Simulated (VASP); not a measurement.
Input:

```xyz
2
Lattice="0.0000 2.3755 2.3755 2.3755 0.0000 2.3755 2.3755 2.3755 0.0000" Properties=species:S:1:pos:R:3 pbc="T T T"
Ta     0.0000     0.0000     0.0000
O      1.1878     1.1878     1.1878
```

Method: PBEsol GGA, VASP's PBE PAW potentials (set 64) (plane waves; VASP 6.6.1). Numerical set-up: 520 eV cut-off, Gaussian smearing of 0.050 eV, potentials Ta_pv O.

Problem. Give the energies of bands 6 to 11 at the high-symmetry points, in eV from the Fermi level.

Solution. 
```
band      Γ      X      U      L      W
----  -----  -----  -----  -----  -----
6     -8.29  -6.72  -7.12  -7.74  -7.88
7     -8.29  -6.72  -7.03  -7.74  -6.70
8     -2.92  -2.21  -2.34  -0.39  -2.33
9      0.62   0.02   0.12   0.94  -0.62
10     0.62   2.30   1.09   0.94   1.77
11     4.37   3.15   3.86   3.05   3.24
```

It has no gap at this level: it comes out as a metal or semimetal.

The structure was generated: TaO was put into the zinc blende type (F-43m), which need not be its known phase. It was relaxed first, which changed the volume by -34 %. The electron count is odd and the run is not spin-polarised, which forces a metal.
